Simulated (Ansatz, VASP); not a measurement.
**ZrMo2C2: VASP beside Ansatz**

```
Zr Mo C
1.0
     4.19370    0.00000    0.00000
    -2.09685    3.63185    0.00000
     0.00000    0.00000    5.58474
Zr Mo C
1 2 2
Direct
  0.00000 0.00000 0.00000
  0.33333 0.66667 0.50000
  0.66667 0.33333 0.50000
  0.00000 0.00000 0.62099
  0.00000 0.00000 0.37901
```

Alike in both runs: functional PBE; k mesh 6 × 6 × 4; occupations gaussian, width 0.1 eV; no spin polarisation.

Ansatz relaxed the structure, and its values are those at the end. VASP's run is a single point on that final structure, the one shown.

|  | VASP | Ansatz |
| --- | --- | --- |
| version | VASP 6.6.1 | Ansatz 0.2.0 |
| potentials or method | VASP PAW PBE potentials, release 64 (Zr_sv, Mo_sv, C) | scalar-relativistic, plane waves, PAW |
| plane-wave cutoff (eV) | 520 | 420 |
| valence electrons in the cell | 48 | 48 |

Ansatz gave:

- gap on the k mesh at the Fermi level (eV): none
- pressure (GPa): -0.1
- rms of the force components (eV/Å): 0.001

Problem. What did VASP give for the same quantities?

Solution. gap on the k mesh at the Fermi level (eV): none; pressure (GPa): 0.3; rms of the force components (eV/Å): 0.026.

A gap of «none» marks a metal or a gap that the smearing closes. With one functional, cell and mesh, what is left measures potentials, basis and numerics.
